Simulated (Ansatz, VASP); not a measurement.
**One calculation of LaB3Ir, two programs**

```
CELL_PARAMETERS angstrom
0.00000 3.50858 0.00000
3.50858 0.00000 0.00000
1.75429 1.75429 -5.40329
ATOMIC_POSITIONS crystal
La 0.98897 0.98897 0.02206
B 0.78592 0.28592 0.42817
B 0.28592 0.78592 0.42817
B 0.35337 0.35337 0.29326
Ir 0.67533 0.67533 0.64934
```

Alike in both runs: functional PBE; k mesh 7 × 7 × 7; occupations fermi-dirac, width 0.0804 eV; no spin polarisation.

Ansatz relaxed the structure, and its values are those at the end. VASP's run is a single point on that final structure, the one shown.

|  | VASP | Ansatz |
| --- | --- | --- |
| version | VASP 6.6.1 | Ansatz 0.2.0 |
| potentials or method | VASP PAW PBE potentials, release 64 (La, B, Ir) | PAW plane waves |
| plane-wave cutoff (eV) | 520 | 420 |
| valence electrons in the cell | 29 | 37 |

```csv
,VASP,Ansatz,Ansatz less VASP
pressure (GPa),0.3,0.0,-0.27
rms of the force components (eV/Å),0.039,0.002,-0.0367
```

The two sets of potentials don't hold the same shells in valence.

The runs have no spin-orbit coupling, so splittings on Ir, La are missing.
